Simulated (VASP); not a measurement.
These are PBE GGA, VASP's PBE PAW potentials (set 64) (plane waves; VASP) values and carry that method's errors.

VASP input:

KPOINTS:
```
Automatic
0
gamma
11 11 11
```

### POSCAR
```
CoGa
1
    2.8789744467    -0.0000000000    -0.0000000000
   -0.0000000000     2.8789744467    -0.0000000000
    0.0000000000     0.0000000000     2.8789744467
Ga Co
1 1
Direct
  0.5000000000   0.5000000000   0.5000000000
  0.0000000000   0.0000000000   0.0000000000
```

### INCAR
```
SYSTEM=CoGa
PREC=Accurate; ENCUT=530; LREAL=.FALSE.
LASPH=.TRUE.
EDIFF=1E-7; NELM=100; ALGO=Normal
LMAXMIX=4
ISMEAR=1; SIGMA=0.1
GGA=PE
IBRION=6; NSW=1; ISIF=3
POTIM=0.015; NFREE=2
LWAVE=.FALSE.; LCHARG=.FALSE.
```

POTCAR, in this order: Ga_d Co (PBE.64 set). Program: vasp_std.

The resulting files:

OSZICAR:
```
...
DAV:   2    -0.104992794943E+02    0.51295E-01   -0.49916E-02 12626   0.359E+00    0.949E-01
DAV:   3    -0.104762325332E+02    0.23047E-01   -0.33163E-02 13156   0.264E+00    0.170E-01
DAV:   4    -0.104761982861E+02    0.34247E-04   -0.55066E-03 12903   0.109E+00    0.105E-01
DAV:   5    -0.104760536056E+02    0.14468E-03   -0.76839E-04 14160   0.426E-01    0.336E-02
DAV:   6    -0.104760560512E+02   -0.24455E-05   -0.33504E-05 15563   0.118E-01    0.813E-03
DAV:   7    -0.104760547119E+02    0.13393E-05   -0.52358E-06 13201   0.303E-02    0.118E-03
DAV:   8    -0.104760547357E+02   -0.23746E-07   -0.28047E-07 11658   0.617E-03
   9 F= -.10476055E+02 E0= -.10476335E+02  d E =0.841050E-03
       N       E                     dE             d eps       ncg     rms          rms(c)
DAV:   1    -0.105104068662E+02   -0.34352E-01   -0.85704E-01 13051   0.941E+00    0.112E+00
DAV:   2    -0.104880737755E+02    0.22333E-01   -0.26282E-02 12401   0.278E+00    0.658E-01
DAV:   3    -0.104760167665E+02    0.12057E-01   -0.17555E-02 13005   0.223E+00    0.121E-01
DAV:   4    -0.104760466955E+02   -0.29929E-04   -0.32173E-03 12551   0.833E-01    0.712E-02
DAV:   5    -0.104760193661E+02    0.27329E-04   -0.40687E-04 15469   0.303E-01    0.176E-02
DAV:   6    -0.104760526132E+02   -0.33247E-04   -0.29438E-05 14995   0.816E-02    0.542E-03
DAV:   7    -0.104760540862E+02   -0.14730E-05   -0.27411E-06 13558   0.237E-02    0.102E-03
DAV:   8    -0.104760545993E+02   -0.51315E-06   -0.17436E-07 10349   0.555E-03    0.379E-04
DAV:   9    -0.104760547449E+02   -0.14552E-06   -0.17251E-08  6302   0.207E-03    0.676E-05
DAV:  10    -0.104760547438E+02    0.10596E-08   -0.30330E-09  6176   0.761E-04
  10 F= -.10476055E+02 E0= -.10476335E+02  d E =0.841099E-03
       N       E                     dE             d eps       ncg     rms          rms(c)
DAV:   1    -0.105503046382E+02   -0.74250E-01   -0.10118E+00 13007   0.102E+01    0.170E+00
DAV:   2    -0.104993101761E+02    0.50994E-01   -0.52278E-02 12435   0.370E+00    0.949E-01
DAV:   3    -0.104763321419E+02    0.22978E-01   -0.33584E-02 13502   0.267E+00    0.188E-01
DAV:   4    -0.104761940760E+02    0.13807E-03   -0.60654E-03 12629   0.115E+00    0.103E-01
DAV:   5    -0.104760540207E+02    0.14006E-03   -0.74045E-04 14514   0.419E-01    0.337E-02
DAV:   6    -0.104760562246E+02   -0.22040E-05   -0.32436E-05 15378   0.117E-01    0.825E-03
DAV:   7    -0.104760547070E+02    0.15176E-05   -0.54630E-06 13626   0.314E-02    0.121E-03
DAV:   8    -0.104760547373E+02   -0.30257E-07   -0.31821E-07 11227   0.748E-03
  11 F= -.10476055E+02 E0= -.10476335E+02  d E =0.841022E-03
       N       E                     dE             d eps       ncg     rms          rms(c)
DAV:   1    -0.104869190278E+02   -0.10864E-01   -0.90013E-01 12991   0.928E+00    0.113E+00
DAV:   2    -0.104731509105E+02    0.13768E-01   -0.26666E-02 12248   0.275E+00    0.659E-01
DAV:   3    -0.104740536603E+02   -0.90275E-03   -0.19740E-02 13984   0.239E+00    0.202E-01
DAV:   4    -0.104744149621E+02   -0.36130E-03   -0.48408E-03 13137   0.105E+00    0.701E-02
DAV:   5    -0.104754849230E+02   -0.10700E-02   -0.41034E-04 14640   0.298E-01    0.188E-02
DAV:   6    -0.104760143594E+02   -0.52944E-03   -0.30328E-05 15355   0.799E-02    0.566E-03
DAV:   7    -0.104760464293E+02   -0.32070E-04   -0.33450E-06 13994   0.274E-02    0.107E-03
DAV:   8    -0.104760526102E+02   -0.61809E-05   -0.17691E-07  9914   0.561E-03    0.374E-04
DAV:   9    -0.104760546741E+02   -0.20639E-05   -0.15242E-08  6323   0.193E-03    0.563E-05
DAV:  10    -0.104760547079E+02   -0.33790E-07   -0.26619E-09  6155   0.723E-04
  12 F= -.10476055E+02 E0= -.10476335E+02  d E =0.841094E-03
       N       E                     dE             d eps       ncg     rms          rms(c)
DAV:   1    -0.105504684782E+02   -0.74414E-01   -0.99987E-01 13284   0.102E+01    0.170E+00
DAV:   2    -0.104993034503E+02    0.51165E-01   -0.50659E-02 12290   0.364E+00    0.949E-01
DAV:   3    -0.104762898942E+02    0.23014E-01   -0.33370E-02 13164   0.266E+00    0.181E-01
DAV:   4    -0.104761966448E+02    0.93249E-04   -0.58672E-03 12780   0.113E+00    0.104E-01
DAV:   5    -0.104760537363E+02    0.14291E-03   -0.75935E-04 14123   0.425E-01    0.339E-02
DAV:   6    -0.104760561570E+02   -0.24207E-05   -0.34589E-05 15610   0.119E-01    0.820E-03
DAV:   7    -0.104760547060E+02    0.14510E-05   -0.55803E-06 13427   0.317E-02    0.123E-03
DAV:   8    -0.104760547342E+02   -0.28219E-07   -0.30791E-07 11542   0.705E-03
  13 F= -.10476055E+02 E0= -.10476335E+02  d E =0.841034E-03
       N       E                     dE             d eps       ncg     rms          rms(c)
DAV:   1    -0.104697815587E+02    0.62731E-02   -0.12576E+00  4851   0.102E+01    0.739E-01
DAV:   2    -0.104698113322E+02   -0.29774E-04   -0.32558E-02  4292   0.273E+00    0.459E-01
DAV:   3    -0.104762524370E+02   -0.64411E-02   -0.14130E-02  5299   0.196E+00    0.215E-01
DAV:   4    -0.104769428838E+02   -0.69045E-03   -0.43643E-03  4631   0.996E-01    0.206E-02
DAV:   5    -0.104771177087E+02   -0.17482E-03   -0.12381E-04  4291   0.138E-01    0.122E-02
DAV:   6    -0.104772085065E+02   -0.90798E-04   -0.50801E-06  5685   0.286E-02    0.227E-03
DAV:   7    -0.104772140796E+02   -0.55731E-05   -0.53557E-07  4252   0.134E-02    0.556E-04
DAV:   8    -0.104772167930E+02   -0.27133E-05   -0.40257E-08  2233   0.263E-03    0.167E-04
DAV:   9    -0.104772172186E+02   -0.42563E-06   -0.10734E-08  2163   0.154E-03    0.123E-04
DAV:  10    -0.104772173083E+02   -0.89690E-07   -0.29703E-09  2163   0.820E-04
  14 F= -.10477217E+02 E0= -.10477526E+02  d E =0.927011E-03
       N       E                     dE             d eps       ncg     rms          rms(c)
DAV:   1    -0.104735059929E+02    0.37112E-02   -0.24141E+00  4165   0.115E+01    0.753E-02
DAV:   2    -0.104771938834E+02   -0.36879E-02   -0.38227E-02  4462   0.227E+00    0.477E-02
DAV:   3    -0.104772206575E+02   -0.26774E-04   -0.69179E-04  4969   0.227E-01    0.201E-02
DAV:   4    -0.104772220534E+02   -0.13960E-05   -0.67115E-05  4674   0.115E-01    0.181E-02
DAV:   5    -0.104772174020E+02    0.46514E-05   -0.21941E-05  4346   0.694E-02    0.308E-03
DAV:   6    -0.104772174444E+02   -0.42341E-07   -0.90089E-07  4602   0.106E-02
  15 F= -.10477217E+02 E0= -.10477526E+02  d E =0.926959E-03
       N       E                     dE             d eps       ncg     rms          rms(c)
DAV:   1    -0.104749542134E+02    0.22632E-02   -0.17072E+00  3808   0.107E+01    0.909E-02
DAV:   2    -0.104773387044E+02   -0.23845E-02   -0.24451E-02  4454   0.212E+00    0.885E-02
DAV:   3    -0.104773086945E+02    0.30010E-04   -0.72388E-04  5688   0.300E-01    0.602E-02
DAV:   4    -0.104772291714E+02    0.79523E-04   -0.10975E-04  5025   0.120E-01    0.208E-02
DAV:   5    -0.104772233850E+02    0.57864E-05   -0.31381E-05  4475   0.437E-02    0.683E-03
DAV:   6    -0.104772223941E+02    0.99089E-06   -0.31647E-06  4987   0.258E-02    0.176E-03
DAV:   7    -0.104772224007E+02   -0.65443E-08   -0.10598E-07  2931   0.378E-03
  16 F= -.10477222E+02 E0= -.10477531E+02  d E =0.927029E-03
       N       E                     dE             d eps       ncg     rms          rms(c)
DAV:   1    -0.104744274674E+02    0.27949E-02   -0.24702E+00  3780   0.890E+00    0.184E-01
DAV:   2    -0.104776482992E+02   -0.32208E-02   -0.34965E-02  5575   0.177E+00    0.161E-01
DAV:   3    -0.104774104923E+02    0.23781E-03   -0.11906E-03  4654   0.454E-01    0.107E-01
DAV:   4    -0.104772273668E+02    0.18313E-03   -0.26379E-04  4439   0.143E-01    0.279E-02
DAV:   5    -0.104772225808E+02    0.47861E-05   -0.36849E-05  5878   0.566E-02    0.660E-03
DAV:   6    -0.104772223847E+02    0.19608E-06   -0.12802E-06  4849   0.144E-02    0.168E-03
DAV:   7    -0.104772223984E+02   -0.13689E-07   -0.88269E-08  2639   0.506E-03
  17 F= -.10477222E+02 E0= -.10477531E+02  d E =0.926991E-03
```

### OUTCAR
```
------------------------ aborting loop because EDIFF is reached ----------------------------------------
  FORCE on cell =-STRESS in cart. coord.  units (eV):
  Direction    XX          YY          ZZ          XY          YZ          ZX
  --------------------------------------------------------------------------------------
  Total        0.1003982      0.1029118      0.1029118      0.0000000      0.0000000      0.0000000
  in kB        6.7409830      6.9097530      6.9097530      0.0000000      0.0000000      0.0000000
  external PRESSURE =       6.8534963 kB  Pullay stress =       0.0000000 kB
  volume of cell :       23.86
      direct lattice vectors                 reciprocal lattice vectors
     2.878974447  0.000000000  0.000000000     0.347345910  0.000000000  0.000000000
     0.000000000  2.878974447  0.000000000     0.000000000  0.347345910  0.000000000
     0.000000000  0.000000000  2.878974447     0.000000000  0.000000000  0.347345910
 POSITION                                       TOTAL-FORCE (eV/Angst)
 -----------------------------------------------------------------------------------
      1.43949      1.43949      1.43949        -0.092795     -0.000000      0.000000
     -0.01500      0.00000      0.00000         0.092795      0.000000     -0.000000
 -----------------------------------------------------------------------------------
    total drift:                                0.000086      0.000000     -0.000003
  FREE ENERGIE OF THE ION-ELECTRON SYSTEM (eV)
  ---------------------------------------------------
  free  energy   TOTEN  =       -10.4772223984 eV

  energy  without entropy=      -10.4781493889  energy(sigma->0) =      -10.47753140

   1 f  =    6.886745 THz    43.270698 2PiTHz  229.717100 cm-1    28.481278 meV
             X         Y         Z           dx          dy          dz
      1.439487  1.439487  1.439487     0.677221   -0.000000   -0.000000
      0.000000  0.000000  0.000000    -0.735780    0.000000   -0.000000

   2 f  =    6.886745 THz    43.270698 2PiTHz  229.717100 cm-1    28.481278 meV
             X         Y         Z           dx          dy          dz
      1.439487  1.439487  1.439487    -0.000000   -0.677221    0.000000
      0.000000  0.000000  0.000000     0.000000    0.735780    0.000000

   3 f  =    6.886745 THz    43.270698 2PiTHz  229.717100 cm-1    28.481278 meV
             X         Y         Z           dx          dy          dz
      1.439487  1.439487  1.439487    -0.000000   -0.000000   -0.677221
      0.000000  0.000000  0.000000     0.000000    0.000000    0.735780

   4 f/i=    0.003883 THz     0.024399 2PiTHz    0.129532 cm-1     0.016060 meV
             X         Y         Z           dx          dy          dz
      1.439487  1.439487  1.439487    -0.393568   -0.567302   -0.254253
      0.000000  0.000000  0.000000    -0.362245   -0.522152   -0.234018

   5 f/i=    0.003883 THz     0.024399 2PiTHz    0.129532 cm-1     0.016060 meV
             X         Y         Z           dx          dy          dz
      1.439487  1.439487  1.439487    -0.399261    0.000000    0.618031
      0.000000  0.000000  0.000000    -0.367485   -0.000000    0.568844

   6 f/i=    0.003883 THz     0.024399 2PiTHz    0.129532 cm-1     0.016060 meV
             X         Y         Z           dx          dy          dz
      1.439487  1.439487  1.439487     0.476515   -0.468551    0.307839
      0.000000  0.000000  0.000000     0.438591   -0.431261    0.283339

 ELASTIC MODULI CONTR FROM IONIC RELAXATION (kBar)
 Direction    XX          YY          ZZ          XY          YZ          ZX
 --------------------------------------------------------------------------------
 XX           0.0000      0.0000      0.0000      0.0000      0.0000      0.0000
 YY           0.0000      0.0000      0.0000      0.0000      0.0000      0.0000
 ZZ           0.0000      0.0000      0.0000      0.0000      0.0000      0.0000
 XY           0.0000      0.0000      0.0000      0.0000      0.0000      0.0000
 YZ           0.0000      0.0000      0.0000      0.0000      0.0000      0.0000
 ZX           0.0000      0.0000      0.0000      0.0000      0.0000      0.0000
 --------------------------------------------------------------------------------

 TOTAL ELASTIC MODULI (kBar)
 Direction    XX          YY          ZZ          XY          YZ          ZX
 --------------------------------------------------------------------------------
 XX        2240.7634   1562.5996   1562.5996      0.0000      0.0000     -0.0000
 YY        1562.5996   2240.7634   1562.5996     -0.0000      0.0000     -0.0000
 ZZ        1562.5996   1562.5996   2240.7634      0.0000      0.0000      0.0000
 XY           0.0000     -0.0000      0.0000   1111.9592      0.0000      0.0000
 YZ           0.0000      0.0000      0.0000      0.0000   1111.9592      0.0000
 ZX          -0.0000     -0.0000      0.0000      0.0000      0.0000   1111.9592
 --------------------------------------------------------------------------------
```
(Selected blocks of OUTCAR.)

Finite-difference elastic constants of metals are sensitive to mesh and smearing; shear constants can be off by tens of GPa.

The compound is CoGa in the CsCl type structure. It was relaxed first. The run is not spin-polarised, so no magnetic state was tried.
